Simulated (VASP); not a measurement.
A convergence study with VASP on CuCl (zinc blende): one setting is varied, all else stays as given below, so the limit is that of these other settings.

```xyz
2
Lattice="0.0000 2.7050 2.7050 2.7050 0.0000 2.7050 2.7050 2.7050 0.0000" Properties=species:S:1:pos:R:3 pbc="T T T"
Cu     0.0000     0.0000     0.0000
Cl     1.3525     1.3525     1.3525
```

Level of theory: PBE GGA, VASP's PBE PAW potentials (set 64) (plane waves; VASP). The tightest run used: 550 eV cut-off, 17×17×17 Γ-centred mesh, Gaussian smearing of 0.050 eV, potentials Cu Cl.

```csv
setting,E (eV/atom),pressure (GPa),irreducible k-points
1×1×1 mesh,1.0739,50.30,1
2×2×2 mesh,-2.9352,3.53,3
3×3×3 mesh,-3.1342,1.14,4
```

These are the cheaper rows. Estimate the results at 17×17×17 mesh, and how far the last row shown lies from them.

```
quantity        tightest run  last row shown is off by
--------------  ------------  ------------------------
E (eV/atom)          -3.1712                    0.0370
pressure (GPa)          0.53                      0.61
```

Left out are rungs that failed or repeat a setting and relaxations that didn't move; long series are thinned to 24 rows.

The compound is CuCl in the zinc blende structure. The cell was not relaxed at this level.
